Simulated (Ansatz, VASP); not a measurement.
# PtSe2 (Sudovikovite): VASP beside Ansatz

Aim: how closely do two programs agree when they are given the same cell, functional and k mesh? The structure shown is the start of the Ansatz relaxation below; VASP solves that cell, so the two are compared at the walk's first step.

Method: plane waves, with VASP 6.6.1 beside it; single point at PBE with D3(BJ), in Ansatz 0.2.0.

### Step 1. Set-up

The structure is trigonal, space group P-3m1 (No. 164). The conventional cell has a = 3.702 Å, b = 3.702 Å, c = 4.501 Å, α = 90.00°, β = 90.00°, γ = 120.00°. Nearest to Se lie 3 Pt at 2.48 Å. Pt has 6 Se at 2.48 Å nearest. Farther neighbours and most contacts between anions are not listed.

### Step 2. Ansatz: relaxation, PBE with D3(BJ)

Ansatz runs on its PAW soft_1 files.

The two programs are compared at the cell with which this relaxation starts, whose forces are those of its first step.

Input file input.yaml:

```yaml
crystal:
  lattice:
    - [3.7022287316, 0.0, 0.0]
    - [-1.8511143658, 3.2062241322, 0.0]
    - [0.0, 0.0, 4.5011838794]
  atoms:
    - { symbol: Se, position: [0.3333333333, 0.6666666667, 0.2790368655] }
    - { symbol: Se, position: [0.6666666667, 0.3333333333, 0.7209631345] }
    - { symbol: Pt, position: [0.0, 0.0, 0.0] }
kpoints:
  mp_grid: { grid: [15, 15, 10] }
hamiltonian:
  xc: pbe
  dispersion: d3bj
  pseudopotentials: { kind: paw, azcp: { folder: soft_1 } }
scf:
  occupations: { method: methfessel_paxton, width: 0.2 }
output:
  forces: true
  stress: true
  eigenvalues: true
relax:
  adjacent_minimum: "off"
  f_tol: 0.001
  max_steps: 60
  cell: { stress_tol: 0.01, fix: [volume] }
```

On the command line:

```
$ ansatz run input.yaml --threads 4 --pin off --max-ram 10240MiB --backend cpu --events-out ev --progress --plain --runs-dir out
```

Numbers of over 12 decimals in the logs are rounded to 6 here.

What it wrote:

```text
Engine: ansatz 0.2.0, x86_64-unknown-linux-gnu
Pseudopotentials: kind: paw
Pseudopotential: Se, paw, valence charge 16, recommended cutoff 420 eV (normal), soft_1/Se.paw.azcp
Pseudopotential: Pt, paw, valence charge 18, recommended cutoff 420 eV (normal), soft_1/Pt.paw.azcp
Functional definition: PBE
  parameter kappa = 0.804
  parameter beta = 0.066725
  exchange = pbe_x(kappa = kappa, mu = beta*pi^2/3)
  correlation = pbe_c(beta = beta)
Crystal: 3 atoms, lattice volume = 53.430 Å³
Basis set: ecut = 420 eV, 1047 PW (Γ), exchange–correlation on 50×50×64 points (8 copies of the dense FFT grid, shifted against one another)
Bands: 30, of which v1, the nominal top of the filled ones, is band 25 counted from 1 (24 counted from 0)
Symmetry: 12 space group operations
Space group: P-3m1 (ITA 164), of the structure as read, at distance tolerance 3.8e-5 Å
k-points: 238 of 2250
Non-local potential: Se, projectors of the file, l = 0: 2, l = 1: 2, l = 2: 3, l = 3: 1
Non-local potential: Pt, projectors of the file, l = 0: 3, l = 1: 2, l = 2: 2, l = 3: 1
PAW form: soft (Blöchl's): semilocal exchange-correlation on the pseudo side does not see the compensation charge
PAW one-centre angular grid: Se, 590 points (default); XC on 64 Gauss nodes
PAW one-centre angular grid: Pt, 590 points (default); XC on 64 Gauss nodes
Initial density: superposition of atomic densities (chi_scale 0.1, normalization cell, long waves kept (reshape's long-wave potential 0.00 eV rms))
Initial wavefunctions: pseudopotential atomic-orbital guess
Functional: x = pbe(κ = 0.804, μ = 0.219515), c = pbe(β = 0.066725)
SCF iter   1: F=—  HF=-23465.409199 eV  |F-HF|=—  |Δ(HF+E_count)|=         —  Δρ=4.99e-2  dr2=6.24e-1  ethr=3.10e-3  ⟨swp⟩=5.0  Hψ=25995  notcnv=0
preconditioner: auto → Kerker (q_TF=auto, 2.698 Å⁻¹)  [metal: Δε(μ)=0.029 eV  Ē_g=10.583 eV  σ=0.200 eV  W_gap=0.12  n_scr=20 (ndim 8)  ℏωp=23.8 eV  f_vac=0.000  D(μ)=0.54/eV (n_scr^D=0)]
SCF iter   2: F=—  HF=-23465.319931 eV  |F-HF|=—  |Δ(HF+E_count)|=   8.93e-2  S|Δr|=    0.00e0  Δρ=2.60e-2  dr2=1.93e-1  ethr=1.25e-3  ⟨swp⟩=2.0  Hψ=10058  notcnv=0  defer=87
SCF iter   3: F=—  HF=-23465.289373 eV  |F-HF|=—  |Δ(HF+E_count)|=   3.06e-2  S|Δr|=    0.00e0  Δρ=7.98e-3  dr2=2.70e-2  ethr=3.86e-4  ⟨swp⟩=2.0  Hψ=8046  notcnv=0  defer=87
SCF iter   4: F=—  HF=-23465.285767 eV  |F-HF|=—  |Δ(HF+E_count)|=   3.61e-3  S|Δr|=    0.00e0  Δρ=1.37e-3  dr2=1.91e-3  ethr=5.40e-5  ⟨swp⟩=3.0  Hψ=13829  notcnv=0  defer=87
SCF iter   5: F=—  HF=-23465.285699 eV  |F-HF|=—  |Δ(HF+E_count)|=   6.82e-5  S|Δr|=    0.00e0  Δρ=7.21e-4  dr2=4.77e-4  ethr=3.81e-6  ⟨swp⟩=2.0  Hψ=12047  notcnv=0  defer=87
SCF iter   6: F=—  HF=-23465.285595 eV  |F-HF|=—  |Δ(HF+E_count)|=   1.04e-4  S|Δr|=    0.00e0  Δρ=2.47e-4  dr2=5.60e-5  ethr=9.55e-7  ⟨swp⟩=2.0  Hψ=12044  notcnv=0  defer=87
SCF iter   7: F=—  HF=-23465.285631 eV  |F-HF|=—  |Δ(HF+E_count)|=   3.63e-5  S|Δr|=    0.00e0  Δρ=5.38e-5  dr2=1.98e-6  ethr=1.12e-7  ⟨swp⟩=2.0  Hψ=9804  notcnv=0  defer=87
SCF iter   8: F=—  HF=-23465.285631 eV  |F-HF|=—  |Δ(HF+E_count)|=   2.81e-7  S|Δr|=    0.00e0  Δρ=2.23e-5  dr2=3.91e-7  ethr=3.96e-9  ⟨swp⟩=2.0  Hψ=12361  notcnv=0  defer=87
SCF iter   9: F=-23465.285631 eV  HF=-23465.285631 eV  |F-HF|=1.63e-9  |Δ(HF+E_count)|=   7.89e-8  S|Δr|=    0.00e0  Δρ=7.84e-6  dr2=3.93e-8  ethr=2.00e-10  ⟨swp⟩=6.4  Hψ=32430  notcnv=0
SCF 1 converged in 9 iterations: F = -23465.285631 eV  dr2 = 3.93e-8
  greatest PAW one-centre occupation: 1.000 electrons in one spin orbital (limit 2), on the Pt atom at site 2 (counted from 0), in its partial waves of l = 0
relax step   1: F+E_penalty+E_count = -23465.28563136 eV  Δ(F+E_penalty+E_count) = +0.000e0 eV  max|allowed force component| = 2.220e-1 eV/Å  Δτ_max = 0.0000 Å  P = +11.011 GPa  Ω = 53.430 Å³  fix = [volume]  reactions: volume +11.011 GPa  (9 SCF iters, dr2 threshold 1.00e-7 eV, accepted)
[...]
relax step   3: F+E_penalty+E_count = -23465.28978631 eV  Δ(F+E_penalty+E_count) = -2.141e-3 eV  max|allowed force component| = 1.881e-3 eV/Å  Δτ_max = 0.0115 Å  P = +9.851 GPa  Ω = 53.430 Å³  energy of the carried Pulay correction = -3.094e-18 eV  fix = [volume]  reactions: volume +9.851 GPa  (6 SCF iters, dr2 threshold 3.00e-7 eV, accepted)
[...]
relax step   4: F+E_penalty+E_count = -23465.28978904 eV  Δ(F+E_penalty+E_count) = -2.737e-6 eV  max|allowed force component| = 1.399e-4 eV/Å  Δτ_max = 0.0001 Å  P = +9.872 GPa  Ω = 53.430 Å³  energy of the carried Pulay correction = +6.188e-18 eV  fix = [volume]  reactions: volume +9.872 GPa  (5 SCF iters, dr2 threshold 2.23e-9 eV, accepted)
[...]
relax step   5: F+E_penalty+E_count = -23465.28980330 eV  Δ(F+E_penalty+E_count) = -1.425e-5 eV  max|allowed force component| = 1.030e-4 eV/Å  Δτ_max = 0.0000 Å  P = +9.872 GPa  Ω = 53.430 Å³  fix = [volume]  reactions: volume +9.872 GPa  stress off target by 4.04e-3 GPa on what of the cell is left free  SCF on the basis re-selected at this cell (its energy is not comparable with the rows above)  (7 SCF iters)
basis re-selected at this cell: Δ(F+E_penalty+E_count) = -1.425e-5 eV, ΔP = -0.000 GPa vs the last step (what re-selecting the basis moved, of the pressure what is left beyond the Pulay correction that the steps carried, after the strain that the cell walked since its last selection, with what the two solves' SCF thresholds leave and, on support functions, any second-order correction that the steps lacked; it is no measure of the basis error at this ecutwfc). The dense FFT grid was sized anew with the basis: this SCF ran on 25×25×30 points, the steps before it on 25×25×32, so part of this shift can come from that change (see relax.cell in the input reference). [rest of the remark cut]
SCF converged after 7 iterations
Stability not checked: this state was not tested for a lower state beside it, because cold or Methfessel-Paxton smearing, or corrected tetrahedra, fill the levels in a way that the test cannot read (fill_not_monotonic; see scf.lower_state_search)
Free energy (F): -23465.289803 eV
Harris-Foulkes:  -23465.289803 eV  (|F-HF|=0.00e0)
Internal energy: -23465.291433 eV  (E = F + TS)
E sigma→0 (E₀):  -23465.290211 eV
Entropy (-TS):   0.001630 eV (0.543 meV/atom)
Fermi energy:    15.463834 eV
--- Per-component energies (eV) ---
  E_band       = -858.767878
  E_kinetic    = 823.197166
  E_local      = -6363.733706  (includes V_loc(G=0)·N_el)
  E_nonlocal   = -503.824408
  E_hartree    = 3168.501058
  E_xc         = -405.425259
  E_vxc        = -456.187137  (∫ρ·V_xc dr)
  E_paw        = -13744.710138  (= ΣΔE_a)
  E_vpaw       = -695.222276  (= ΣTr[D̂ρ^β])
  E_aug_tail   = 0.000402  (compensation charges beyond the density's cutoff)
  E_ewald      = -6437.655987
  E_disp       = -1.640561  (pairwise vdW)
  E_smearing   = 0.001630  (= −TS)
  E_closure    = 0.000000  (closes the sum)
  Σ components = -23465.289803   (vs F -23465.289803, Δ=0.00e0)
--- Forces (eV/Å), atoms counted from 1 ---
  atom   1  Se     0.00000000     0.00000000     0.00010301
  atom   2  Se    -0.00000000     0.00000000    -0.00010301
  atom   3  Pt     0.00000000     0.00000000     0.00000000
  max |Σ_I F_I| component: 1.73e-18 eV/Å
--- Stress (GPa, compression-positive) ---
        9.874110      -0.000000      -0.000000
       -0.000000       9.874110       0.000000
       -0.000000       0.000000       9.868049
  P = ⅓ Tr σ = 9.8721 GPa (98.721 kbar)
--- Band table (eV; the first three rows and the last of 238) ---
  k-point 0: bands = [... 21 lower, 12.8759, 14.4020, 14.4020, 16.0956, 16.0956, 16.4234, 18.5189, 20.0767, ... 1 higher]
  k-point 1: bands = [... 21 lower, 12.8725, 14.2345, 14.2345, 16.1306, 16.3167, 16.3167, 18.5618, 20.4545, ... 1 higher]
  k-point 2: bands = [... 21 lower, 12.8560, 13.8891, 13.8891, 15.4050, 16.8203, 16.8203, 18.9025, 21.2035, ... 1 higher]
  k-point 237: bands = [... 21 lower, 11.0651, 11.8554, 12.7888, 12.7888, 18.4787, 18.4787, 22.6963, 22.8187, ... 1 higher]
--- Relaxed structure (4 steps of the walk, 4 accepted, 1 SCFs on fresh bases) ---
  F+E_penalty+E_count = -23465.28980330 eV   max|allowed force component| = 1.030e-4 eV/Å   (the final SCF, on the basis selected at the relaxed cell)
  cell:  # Å, volume = 53.4298 Å³
    - [3.715366, 0, -1.6782669430292842e-18]
    - [-1.857683, 3.217602, 8.391334715146388e-19]
    - [-2.0404433807125722e-18, 0, 4.469407]
  atoms:
    - { symbol: Se, position: [0.333333, 0.666667, 0.281970] }
    - { symbol: Se, position: [0.666667, 0.333333, 0.718030] }
    - { symbol: Pt, position: [0, 0, 2.5793210352576254e-19] }
```

### Step 3. VASP: single point, PBE with D3(BJ), start cell, pair 1

The same cell, functional, mesh and smearing now go to VASP, with its own data sets.

Lines of VASP's logs that name or quote its potential files are left out, and so is its time.

Input file INCAR:

```
SYSTEM = PtSe2
PREC = Accurate
ENCUT = 400
EDIFF = 1E-06
NELM = 120
ISMEAR = 1
SIGMA = 0.2
LREAL = .FALSE.
ALGO = Normal
GGA = PE
IVDW = 12
NBANDS = 17
LASPH = .TRUE.
LORBIT = 11
LWAVE = .FALSE.
LCHARG = .FALSE.
ISIF = 2
GGA_COMPAT = .FALSE.
KPAR = 2
```

Input file POSCAR:

```
PtSe2
1.0
    3.7022290000      0.0000000000      0.0000000000
   -1.8511140000      3.2062240000      0.0000000000
    0.0000000000      0.0000000000      4.5011840000
Se Pt
2 1
Direct
    0.3333333333      0.6666666667      0.2790368045
    0.6666666667      0.3333333333      0.7209631955
    0.0000000000      0.0000000000      0.0000000000
```

Input file KPOINTS:

```
Automatic mesh
0
Gamma
15 15 10
0 0 0
```

Potentials, in the order of the species: Se and Pt (PBE family, release 64).

On the command line:

```
$ mpirun -np 2 vasp_std
```

What it wrote:

```text
[banner, memory and clock lines left out]
running    2 mpi-ranks, on    1 nodes
 distrk:  each k-point on    1 cores,    2 groups
 distr:  one band on    1 cores,    1 groups

 POSCAR found type information on POSCAR SePt
 POSCAR found :  2 types and       3 ions
 LDA part: xc-table for (Slater+PW92), standard interpolation
 POSCAR, INCAR and KPOINTS ok, starting setup
 FFT: planning ... GRIDC
 FFT: planning ... GRID_SOFT
 FFT: planning ... GRID
 WAVECAR not read
 entering main loop
       N       E                     dE             d eps       ncg     rms          rms(c)
DAV:   1     0.919784568652E+02    0.91978E+02   -0.88850E+03  8452   0.927E+02
DAV:   2    -0.109690131301E+02   -0.10295E+03   -0.10004E+03 10177   0.201E+02
DAV:   3    -0.145220546397E+02   -0.35530E+01   -0.35305E+01  9784   0.379E+01
DAV:   4    -0.145434724470E+02   -0.21418E-01   -0.21410E-01 10381   0.322E+00
DAV:   5    -0.145436611369E+02   -0.18869E-03   -0.18868E-03  9921   0.290E-01    0.138E+01
DAV:   6    -0.140342142427E+02    0.50945E+00   -0.39977E+00  8267   0.180E+01    0.846E+00
DAV:   7    -0.138837913695E+02    0.15042E+00   -0.71817E-01  8234   0.839E+00    0.432E+00
DAV:   8    -0.138665979835E+02    0.17193E-01   -0.42905E-02  9120   0.165E+00    0.764E-01
DAV:   9    -0.138648453132E+02    0.17527E-02   -0.64263E-03  9168   0.763E-01    0.152E-01
DAV:  10    -0.138649696924E+02   -0.12438E-03   -0.87017E-04  9778   0.202E-01    0.474E-02
DAV:  11    -0.138649693506E+02    0.34183E-06   -0.43760E-05 10239   0.543E-02    0.258E-02
DAV:  12    -0.138649698727E+02   -0.52217E-06   -0.55633E-06  8871   0.184E-02
   1 F= -.15504685E+02 E0= -.15505286E+02  d E =0.180423E-02
```

OUTCAR, selected parts (step 3):

```text
ion  position               nearest neighbor table
   1  0.333  0.667  0.279-   3 2.48   3 2.48   3 2.48
   2  0.667  0.333  0.721-   3 2.48   3 2.48   3 2.48
   3  0.000  0.000  0.000-   1 2.48   2 2.48   2 2.48   1 2.48   2 2.48   1 2.48

  LATTYP: Found a hexagonal cell.
 ALAT       =     3.7022290000
 C/A-ratio  =     1.2158037766

 Subroutine GETGRP returns: Found 12 space group operations
 (whereof 12 operations were pure point group operations)

The static configuration has the point symmetry D_3d.

 Found    238 irreducible k-points:

   k-points           NKPTS =    238   k-points in BZ     NKDIM =    238   number of bands    NBANDS=     17

   dimension x,y,z NGX =    24 NGY =   24 NGZ =   30
   dimension x,y,z NGXF=    48 NGYF=   48 NGZF=   60

   ENCUT  =  400.0 eV  29.40 Ry    5.42 a.u.   6.04  6.04  7.34*2*pi/ulx,y,z

   NELECT =      22.0000    total number of electrons

 k-points in reciprocal lattice and weights: Automatic mesh
   0.00000000  0.00000000  0.00000000       0.000
   0.06666667  0.00000000  0.00000000       0.003
   0.13333333  0.00000000  0.00000000       0.003
   0.20000000  0.00000000  0.00000000       0.003
   0.26666667  0.00000000  0.00000000       0.003
   0.33333333  0.00000000  0.00000000       0.003
   0.40000000  0.00000000  0.00000000       0.003
   0.46666667  0.00000000  0.00000000       0.003
   0.06666667  0.06666667  0.00000000       0.003
[...]
0.33333333  0.26666667  0.50000000       0.005
   0.33333333  0.33333333  0.50000000       0.001

 average (electrostatic) potential at core
       1 -51.3356       2 -51.3356       3 -67.0552

 E-fermi :   8.1684

 k-point     1 :       0.0000    0.0000    0.0000
  band No.  band energies     occupation
    ...
      6       4.0633      2.00000
      7       4.0633      2.00000
      8       5.5329      2.00000
      9       7.0831      2.00000
     10       7.0831      2.00000
     11       8.8841     -0.00001
     12       8.8841     -0.00001
     13       9.1699     -0.00000
     14      11.1379     -0.00000
     15      12.8298      0.00000
    ...

 k-point     2 :       0.0667    0.0000    0.0000
  band No.  band energies     occupation
    ...
      6       3.9968      2.00000
      7       4.0257      2.00000
      8       5.4130      2.00000
      9       6.7965      2.00000
     10       6.9396      2.00000
     11       8.2530      0.35040
     12       9.0357     -0.00000
     13       9.8137     -0.00000
     14      11.3998     -0.00000
     15      13.1260      0.00000
    ...

 k-point     3 :       0.1333    0.0000    0.0000
  band No.  band energies     occupation
    ...
      7       3.9262      2.00000
      8       5.0357      2.00000
      9       6.3047      2.00000
     10       6.5980      2.00000
     11       7.6417      2.00125
     12       9.3985     -0.00000
     13      10.2328     -0.00000
     14      12.1112     -0.00000
     15      13.8227      0.00000
     16      14.8760      0.00000
    ...

 Edisp (eV)   -1.63971

  Total       3.79641     3.79641     3.43845     0.00000    -0.00000     0.00000
  in kB     113.84128   113.84125   103.10717     0.00002    -0.00000     0.00000
  external pressure =      110.26 kB  Pullay stress =        0.00 kB

  energy-cutoff  :      400.00
  volume of cell :       53.43
      direct lattice vectors                 reciprocal lattice vectors
     3.702229000  0.000000000  0.000000000     0.270107549  0.155946642  0.000000000
    -1.851114000  3.206224000  0.000000000     0.000000000  0.311893367  0.000000000
     0.000000000  0.000000000  4.501184000     0.000000000  0.000000000  0.222163768

 POSITION                                       TOTAL-FORCE (eV/Angst)
 -----------------------------------------------------------------------------------
      0.00000      2.13748      1.25600        -0.000000     -0.000000      0.231282
      1.85111      1.06874      3.24519         0.000000      0.000000     -0.231282
      0.00000      0.00000      0.00000        -0.000000      0.000000     -0.000000
 -----------------------------------------------------------------------------------
    total drift:                               -0.000000     -0.000000     -0.000000

  FREE ENERGIE OF THE ION-ELECTRON SYSTEM (eV)
  ---------------------------------------------------
  free  energy   TOTEN  =       -15.5046846400 eV

  energy  without entropy=      -15.5064888668  energy(sigma->0) =      -15.50528605

 total charge
# of ion       s       p       d       tot
------------------------------------------
    1        1.490   2.249   0.094   3.833
    2        1.490   2.249   0.094   3.833
    3        0.708   0.743   8.092   9.542
--------------------------------------------------
tot          3.688   5.241   8.279  17.208

[... 3 further parts left out ...]
```

The run ends at a pressure of 11.03 GPa, with forces up to 0.23 eV/Å.

### Step 4. Differences

Known differences besides the potentials themselves: the data sets hold 50 valence electrons in Ansatz (on its PAW soft_1 files) and 22 in VASP; the cutoff is 420 eV in Ansatz and 400 eV in VASP. Total energies have different zeros and are not compared.

Forces (eV/Å; atoms numbered as in POSCAR):

| atom | Ansatz x, y, z | VASP x, y, z |
| --- | --- | --- |
| Se1 | 0.000, 0.000, 0.222 | 0.000, 0.000, 0.231 |
| Se2 | 0.000, 0.000, -0.222 | 0.000, 0.000, -0.231 |
| Pt3 | 0.000, 0.000, 0.000 | 0.000, 0.000, 0.000 |

The forces differ by 4.4 meV/Å r.m.s., which is 4.0 % of the r.m.s. force of 0.109 eV/Å (both taken over all components).

### Step 5. Ansatz: relaxation, PBE with D3(BJ)

The two programs are compared at the cell with which this relaxation starts, whose forces are those of its first step. The cell compared in this pair holds 54.62 Å³, against 53.43 Å³ for the pair before.

The structure compared here is the start of the Ansatz relaxation; VASP solves that cell, so the two are compared at the walk's first step.

input.yaml, the sections that differ from step 2:

```yaml
crystal:
  lattice:
    - [3.7157208563, 0.0, 0.0]
    - [-1.8578604281, 3.2179086549, 0.0]
    - [0.0, 0.0, 4.567856018]
  atoms:
    - { symbol: Se, position: [0.3333333333, 0.6666666667, 0.2759976685] }
    - { symbol: Se, position: [0.6666666667, 0.3333333333, 0.7240023315] }
    - { symbol: Pt, position: [0.0, 0.0, 0.0] }
# kpoints, hamiltonian, scf, output, relax: as in step 2
```

On the command line:

```
$ ansatz run input.yaml --threads 4 --pin off --max-ram 10240MiB --backend cpu --events-out ev --progress --plain --runs-dir out
```

What it wrote:

```text
[...]
Crystal: 3 atoms, lattice volume = 54.617 Å³
Basis set: ecut = 420 eV, 1059 PW (Γ), exchange–correlation on 50×50×64 points (8 copies of the dense FFT grid, shifted against one another)
Bands: 30, of which v1, the nominal top of the filled ones, is band 25 counted from 1 (24 counted from 0)
Symmetry: 12 space group operations
[...]
k-points: 238 of 2250
[...]
--- Relaxed structure (4 steps of the walk, 4 accepted, 1 SCFs on fresh bases) ---
[...]
cell:  # Å, volume = 54.6172 Å³
    - [3.729452, -2.897426273972926e-11, -4.38455676904567e-19]
    - [-1.864726, 3.229800, 4.384556769085025e-19]
    - [-5.390077672219659e-19, 3.11196279512071e-19, 4.534282]
  atoms:
    - { symbol: Se, position: [0.333333, 0.666667, 0.279037] }
    - { symbol: Se, position: [0.666667, 0.333333, 0.720963] }
    - { symbol: Pt, position: [0, 0, 0] }
[key lines of the parts left out:]
SCF converged after 7 iterations
Free energy (F): -23465.352770 eV
Fermi energy:    14.992844 eV
P = ⅓ Tr σ = 7.1846 GPa (71.846 kbar)
```

(Continued in part 2 of 2.)

[Lines on the potential files, build, host, timing and source positions are cut from VASP's logs without a mark.]

[Logs are printed without paths, hosts, clocks, repeated set-up lines and the standing remarks that a program may print on its own settings, such as how far it seeks lower states.]

[Hosts, paths, dates, database ids (printed as entryN), source tags and the programs' standing remarks are cut or masked in the printed files.]
